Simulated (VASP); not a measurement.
An input for Ansatz (written as the equivalent of a VASP run, and not itself run):

Ansatz 0.2 input:
```yaml
crystal:
  lattice:
    - [3.6500000, 0.0000000, 0.0000000]
    - [-1.8250000, 3.1609930, 0.0000000]
    - [0.0000000, 0.0000000, 5.7300000]
  atoms:
    - { symbol: Y, position: [0.6666670, 0.3333330, 0.7500000] }
    - { symbol: Y, position: [0.3333330, 0.6666670, 0.2500000] }
kpoints:
  mp_grid: { grid: [10, 10, 6] }
hamiltonian:
  xc: pbesol
  pseudopotentials: { kind: paw }
scf:
  occupations: { method: methfessel_paxton, width: 0.1 }
  max_iter: 100
relax:
  max_steps: 60
  f_tol: 0.01
  cell: {}
output: { forces: true, stress: true, eigenvalues: true }
```

Question: Translate this input to VASP (INCAR, KPOINTS, POSCAR, choice of POTCAR).

Answer: Several could match; the one computed here: 
### KPOINTS
```
Automatic mesh
0
Gamma
10 10 6
0 0 0
```

### POSCAR
```
Y
1.0
  3.6500000000   0.0000000000   0.0000000000
 -1.8250000000   3.1609930000   0.0000000000
  0.0000000000   0.0000000000   5.7300000000
Y
2
Direct
  0.6666670000   0.3333330000   0.7500000000
  0.3333330000   0.6666670000   0.2500000000
```

**INCAR**
```
SYSTEM = Y
PREC = Accurate; ENCUT = 480; LREAL = F
LASPH = T
EDIFF = 1E-6; NELM = 100; ALGO = Normal
LMAXMIX = 4
ISMEAR = 1; SIGMA = 0.1
GGA = PS
IBRION = 2; NSW = 60; ISIF = 3
EDIFFG = -0.01
LWAVE = F; LCHARG = F
```

POTCAR, in this order: Y_sv (PBE.64 set). Program: vasp_std.

Limits of the translation: each code has its own PAW files, so the cut-off isn't converted (ENCUT is set for VASP's; basis.ecutwfc is left out, and Ansatz then takes the one that its files recommend); Ansatz stops its SCF on the density residual and VASP on the energy change (EDIFF).

The compound is Y in the hcp structure. This run relaxes it. Symmetry was kept, so distortions that lower it aren't found.
